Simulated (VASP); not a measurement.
Level of theory: LDA (Ceperley-Alder, Perdew-Zunger), VASP's LDA PAW potentials (set 64) (plane waves; VASP 6.6.1).

Input for VASP

### INCAR
```
ALGO  =  Normal   # blocked Davidson
ENCUT  =  400   # plane-wave cut-off (eV)
LREAL  =  .False.
SYSTEM  =  AgCl
LASPH  =  .True.   # aspherical one-centre terms
NEDOS  =  1001   # DOS grid
LMAXMIX  =  4   # l cut-off of mixed one-centre charges
LOPTICS  =  .True.
EDIFF  =  1E-7   # SCF stop (eV)
CSHIFT  =  0.1
SIGMA  =  0.01   # width (eV)
LWAVE  =  .False.
PREC  =  Accurate
LCHARG  =  .False.
NBANDS  =  39
ISMEAR  =  0
NELM  =  100   # most electronic steps
```

KPOINTS:
```
Automatic mesh
0
Gamma
19 19 19
0 0 0
```

### POSCAR
```
AgCl
1.0
  0.0000000000   2.6746737228   2.6746737228
  2.6746737228   0.0000000000   2.6746737228
  2.6746737228   2.6746737228   0.0000000000
Ag Cl
1 1
Cart
  5.3493474456   5.3493474456   5.3493474456
  2.6746737228   2.6746737228   2.6746737228
```

POTCAR, in this order: Ag Cl (LDA.64 set). Program: vasp_std.

Task: What will the output report for the number of irreducible k-points (NKPTS), largest plane-wave count, number of space-group operations, FFT grid (NGX, NGY, NGZ)?

Result: 
The number of irreducible k-points (NKPTS) is 220. The largest plane-wave count comes out as 725, the number of space-group operations is 48 and the FFT grid (NGX, NGY, NGZ) is 28 × 28 × 28.

The structure comes from a computed database's AgCl entry (Fm-3m); how it stands against other phases isn't given here. It was relaxed first, which changed the volume by -10 %.
